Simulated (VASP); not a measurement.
An input for Ansatz (written as the equivalent of a VASP run, and not itself run):

Ansatz 0.2 input:
```yaml
crystal:
  lattice:
    - [0.0000000, 2.7250000, 2.7250000]
    - [2.7250000, 0.0000000, 2.7250000]
    - [2.7250000, 2.7250000, 0.0000000]
  atoms:
    - { symbol: Ga, position: [0.0000000, 0.0000000, 0.0000000] }
    - { symbol: P, position: [0.2500000, 0.2500000, 0.2500000] }
kpoints:
  mp_grid: { grid: [5, 5, 5] }
hamiltonian:
  xc: lda
  pseudopotentials: { kind: paw }
scf:
  occupations: { method: fermi_dirac, width: 0.01 }
  max_iter: 100
output: { forces: true, stress: true, eigenvalues: true }
```

Question: Write the VASP files for the same calculation (LDA).

Answer: This is not unique; one that fits is 
File KPOINTS:
```
Automatic
0
G
  5 5 5
0 0 0
```

POSCAR:
```
GaP
1
    0.0000000000     2.7250000000     2.7250000000
    2.7250000000     0.0000000000     2.7250000000
    2.7250000000     2.7250000000     0.0000000000
Ga P
1 1
Direct
  0.0000000000   0.0000000000   0.0000000000
  0.2500000000   0.2500000000   0.2500000000
```

**INCAR**
```
SYSTEM = GaP
PREC = Accurate
ENCUT = 300
EDIFF = 1E-6
NELM = 100
ALGO = Normal
LREAL = .FALSE.
LASPH = .TRUE.
ISMEAR = -1
SIGMA = 0.01
LMAXMIX = 4
LWAVE = .FALSE.
LCHARG = .FALSE.
ISIF = 2
```

POTCAR, in this order: Ga_d P (LDA.64 set). Program: vasp_std.

The two are equivalent in intent, not identical: each code has its own PAW files, so the cut-off isn't converted (ENCUT is set for VASP's; basis.ecutwfc is left out, and Ansatz then takes the one that its files recommend); Ansatz stops its SCF on the density residual and VASP on the energy change (EDIFF); Ansatz's lda is the Perdew-Wang form, while the LDA potentials of VASP carry Perdew-Zunger's.

The structure is a typed GaP crystal (F-43m). The cell was not relaxed at this level. The run is one of a series of settings (GGA removed, POTCAR Ga_d P (LDA.64 set) against the base run), some of them coarse on purpose.
